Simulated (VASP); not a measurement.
Given:

```xyz
4
Lattice="1.2384 -2.1450 0.0000 1.2384 2.1450 0.0000 0.0000 0.0000 7.0306" Properties=species:S:1:pos:R:3 pbc="T T T"
C      0.0000     0.0000     1.7577
C      0.0000     0.0000     5.2730
C      1.2384     0.7150     1.7577
C      1.2384    -0.7150     5.2730
```

Method: vdW-DF2, VASP's PBE PAW potentials (set 64) (plane waves; VASP). Settings: 520 eV cut-off, 13×13×4 Γ-centred mesh, first-order Methfessel-Paxton smearing of 0.10 eV, potentials C.

Predict the energy per atom (σ→0).

The energy per atom (σ→0) comes out as -7.619 eV/atom.

Total energies compare only between runs with the same potentials, cut-off and functional.

The compound is C in the graphite structure. It was relaxed first, which changed the volume by +6 %. The start is the result of an earlier pass.
